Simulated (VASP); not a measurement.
Input:

```
CdAs2Ge
1.0
   -3.00203     3.00203     5.68922
    3.00203    -3.00203     5.68922
    3.00203     3.00203    -5.68922
Cd Ge As
2 2 4
Direct
  0.25000   0.75000   0.50000
  0.50000   0.50000   0.00000
  0.00000   0.00000   0.00000
  0.75000   0.25000   0.50000
  0.87500   0.34622   0.97122
  0.65378   0.62500   0.52878
  0.37500   0.90378   0.02878
  0.09622   0.12500   0.47122
```

Calculation: PBEsol GGA, VASP's PBE PAW potentials (set 64) (plane waves; VASP). Numerical set-up: EDIFF = 1E-03, 240 eV cut-off, 2×2×2 Γ-centred mesh, first-order Methfessel-Paxton smearing of 0.10 eV, potentials Cd Ge_d As.

At this cut-off the stress carries a Pulay error, which pulls relaxed volumes low. Energy and stress use the plane-wave basis of the starting cell.

**Question.** The ions, cell shape and volume are relaxed. Give the cell that the relaxation ends in.

**Answer.** 
```
CdAs2Ge
1.0
   -2.91244     2.91244     5.47208
    2.91244    -2.91244     5.47208
    2.91244     2.91244    -5.47208
Cd Ge As
2 2 4
Direct
  0.25000   0.75000   0.50000
  0.50000   0.50000   0.00000
  0.00000   0.00000   0.00000
  0.75000   0.25000   0.50000
  0.87500   0.34964   0.97464
  0.65036   0.62500   0.52536
  0.37500   0.90036   0.02536
  0.09964   0.12500   0.47464
```
Space group I-42d (122), at a tolerance of 0.03 Å.

**Question.** How do energy and volume change from the first to the last step?

**Answer.** The energy (σ→0) changes by -85.5 meV/atom and the volume by -9.5 %, in 26 ionic steps.

The structure comes from a computed database's CdGeAs2 entry; how it stands against other phases isn't given here. This run relaxes it. Symmetry was kept, so distortions that lower it aren't found. The k-mesh is coarse (spacing up to 0.76 per Å, 2π included), so the numbers may not be converged in it. The run is one of a series of settings (EDIFF = 1E-03, EDIFFG = -0.01, ENCUT = 240, IBRION = 2, ISIF = 3, NSW = 50, KPOINTS 2×2×2 Γ-centred mesh against the base run), some of them coarse on purpose.
